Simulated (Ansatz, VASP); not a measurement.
# Au (Gold) in two plane-wave programs, part 2 of 2

Wanted: the spread between two codes on one cell, functional and k mesh. The cell is taken from a series of VASP runs on this material, whose earlier steps may have relaxed, scaled or displaced it; both programs get it as it stands.

VASP 6.6.1 and Ansatz 0.2.0.

So far. Step 3 (Ansatz: single point, PBE with D3(BJ)): The run ends at a pressure of 0.27 GPa.

**6. VASP: band structure, PBE with D3(BJ), spin-orbit coupling**

Level of this step: PBE with D3(BJ), spin-orbit coupling; plane waves and PAW (Au) (VASP).

The same cell, functional, mesh and smearing now go to VASP, with its own data sets and cutoff.

Input file INCAR:

```
SYSTEM = Au
PREC = Accurate
ENCUT = 400
EDIFF = 1E-06
NELM = 100
ISMEAR = 1
SIGMA = 0.2
LREAL = .FALSE.
ALGO = Normal
GGA = PE
IVDW = 12
LNONCOLLINEAR = .TRUE.
MAGMOM = 0 0 0
NBANDS = 22
GGA_COMPAT = .FALSE.
LASPH = .TRUE.
LSORBIT = .TRUE.
LMAXMIX = 4
LORBIT = 11
LWAVE = .FALSE.
LCHARG = .FALSE.
KPAR = 2
```

Input file POSCAR:

```
Au
1.0
    0.0000000000      2.0499998893      2.0499998893
    2.0499998893      0.0000000000      2.0499998893
    2.0499998893      2.0499998893      0.0000000000
Au
1
Direct
    0.0000000000      0.0000000000      0.0000000000
```

Input file KPOINTS:

```
Automatic mesh
0
Gamma
9 9 9
0 0 0
```

Input file KPOINTS_OPT:

```
Line mode
16
Line-mode
Reciprocal
  0.00000000   0.00000000   0.00000000 GAMMA
  0.50000000   0.00000000   0.50000000 X

  0.50000000   0.00000000   0.50000000 X
  0.50000000   0.25000000   0.75000000 W

  0.50000000   0.25000000   0.75000000 W
  0.37500000   0.37500000   0.75000000 K

  0.37500000   0.37500000   0.75000000 K
  0.00000000   0.00000000   0.00000000 GAMMA

  0.00000000   0.00000000   0.00000000 GAMMA
  0.50000000   0.50000000   0.50000000 L

  0.50000000   0.50000000   0.50000000 L
  0.62500000   0.25000000   0.62500000 U

  0.62500000   0.25000000   0.62500000 U
  0.50000000   0.25000000   0.75000000 W

  0.50000000   0.25000000   0.75000000 W
  0.50000000   0.50000000   0.50000000 L

  0.50000000   0.50000000   0.50000000 L
  0.37500000   0.37500000   0.75000000 K

  0.62500000   0.25000000   0.62500000 U
  0.50000000   0.00000000   0.50000000 X
```

The projector-augmented-wave data sets are Au (PBE family, release 64).

Started as:

```
> mpirun -np 2 vasp_ncl
```

Numbers of over 12 decimals in the logs are rounded to 6 here.

Log:

```text
[banner, memory and clock lines left out]
running    2 mpi-ranks, on    1 nodes
[...]
LDA part: xc-table for (Slater+PW92), standard interpolation
 POSCAR, INCAR and KPOINTS ok, starting setup
[...]
entering main loop
       N       E                     dE             d eps       ncg     rms          rms(c)
DAV:   1     0.517778797614E+02    0.51778E+02   -0.47696E+03  1668   0.767E+02
DAV:   2    -0.280548670682E+01   -0.54583E+02   -0.50891E+02  1804   0.202E+02
DAV:   3    -0.379853850182E+01   -0.99305E+00   -0.98953E+00  1792   0.269E+01
DAV:   4    -0.380326010434E+01   -0.47216E-02   -0.47214E-02  1708   0.204E+00
[...]
DAV:  10    -0.351765409676E+01   -0.43356E-05   -0.30337E-06  1720   0.188E-02    0.454E-02
DAV:  11    -0.351765632161E+01   -0.22249E-05   -0.90677E-07  1608   0.104E-02    0.119E-02
DAV:  12    -0.351765668168E+01   -0.36007E-06   -0.44911E-08   878   0.215E-03
   1 F= -.41755954E+01 E0= -.41760680E+01  d E =0.141792E-02  mag=     0.0000    -0.0000    -0.0000
 Start KPOINTS_OPT (optional k-point list driver)
k-point batch [1-35\160]
       N       E                     dE             ncg
DAV:   1     0.405524379256E+04   -0.83494E+04     1588
DAV:   2     0.210741888032E+04   -0.19478E+04     1852
DAV:   3     0.207238553685E+04   -0.35033E+02     1684
DAV:   4     0.207219479282E+04   -0.19074E+00     1678
DAV:   5     0.207219255776E+04   -0.22351E-02     1660
DAV:   6     0.207219252747E+04   -0.30292E-04     1666
DAV:   7     0.207219252707E+04   -0.39991E-06     1226
[...]
k-point batch [141-160\160]
       N       E                     dE             ncg
DAV:   1     0.859204838581E+04   -0.71859E+04      928
DAV:   2     0.753809862933E+04   -0.10539E+04     1054
DAV:   3     0.751730582254E+04   -0.20793E+02      958
DAV:   4     0.751719183897E+04   -0.11398E+00      946
DAV:   5     0.751719047585E+04   -0.13631E-02      958
DAV:   6     0.751719045702E+04   -0.18830E-04      964
DAV:   7     0.751719045677E+04   -0.24910E-06      646
```

From OUTCAR (step 6):

```text
 Edisp (eV)   -0.65794

  Total      -0.11046    -0.11046    -0.11046     0.00000    -0.00000     0.00000
  in kB     -10.27121   -10.27121   -10.27121     0.00000    -0.00000     0.00000
  external pressure =      -10.27 kB  Pullay stress =        0.00 kB

 POSITION                                       TOTAL-FORCE (eV/Angst)
 -----------------------------------------------------------------------------------
      0.00000      0.00000      0.00000        -0.000000     -0.000000     -0.000000
 -----------------------------------------------------------------------------------
    total drift:                               -0.000000     -0.000000     -0.000000

  FREE ENERGIE OF THE ION-ELECTRON SYSTEM (eV)
  ---------------------------------------------------
  free  energy   TOTEN  =        -4.1755953906 eV

  energy  without entropy=       -4.1770133132  energy(sigma->0) =       -4.17606803

 magnetization (x)
# of ion       s       p       d       tot
------------------------------------------
    1        0.000  -0.000  -0.000  -0.000

 magnetization (y)
# of ion       s       p       d       tot
------------------------------------------
    1        0.000  -0.000   0.000  -0.000

 magnetization (z)
# of ion       s       p       d       tot
------------------------------------------
    1        0.000  -0.000   0.000  -0.000

[... 1 part as in an earlier step ...]

[... 2 further parts left out ...]
[key lines of the parts left out:]
E-fermi :   9.1920
```

The run ends at a pressure of -1.03 GPa.

**7. Comparison**

What differs besides the data sets and the points named for the pairs above, as far as they apply: spin-orbit coupling enters by fully relativistic files in Ansatz and inside the spheres in VASP; the data sets hold 19 valence electrons in Ansatz (fully relativistic PAW (standard-fr) files) and 11 in VASP. Total energies have different zeros and are not compared.

The two programs side by side:

```tsv
quantity	Ansatz	VASP	difference
pressure (GPa)	-1.08	-1.03	-0.06
pressure without Ansatz's Pulay correction (GPa)	-1.14	-1.03	-0.12
```

Levels from 3 eV below to 2 eV above the Fermi level differ by 34 meV r.m.s. and 54 meV at most; each VASP level is matched to the nearest of Ansatz, which flatters the figure a little. Ansatz's pressure holds a Pulay correction of 0.06 GPa; VASP's holds none.

**8. Summary of results**

| Quantity | Value |
| --- | --- |
| difference in pressure (single point, PBE with D3(BJ)) | 0.25 GPa |
| r.m.s. difference of levels near the Fermi level (band structure, PBE with D3(BJ), spin-orbit coupling) | 34 meV |

**Reading.** The r.m.s. difference of levels near the Fermi level is 34 meV (band structure, PBE with D3(BJ), spin-orbit coupling), within the 80 meV picked in this series as the mark of a large difference. Such differences can come from data sets, numerical settings and the points named under the comparisons, not from the functional's error against experiment.

[Lines on the potential files, build, host, timing and source positions are cut from VASP's logs without a mark.]

[Logs are printed without paths, hosts, clocks, repeated set-up lines and the standing remarks that a program may print on its own settings, such as how far it seeks lower states.]

[Hosts, paths, dates, database ids (printed as entryN), source tags and the programs' standing remarks are cut or masked in the printed files.]
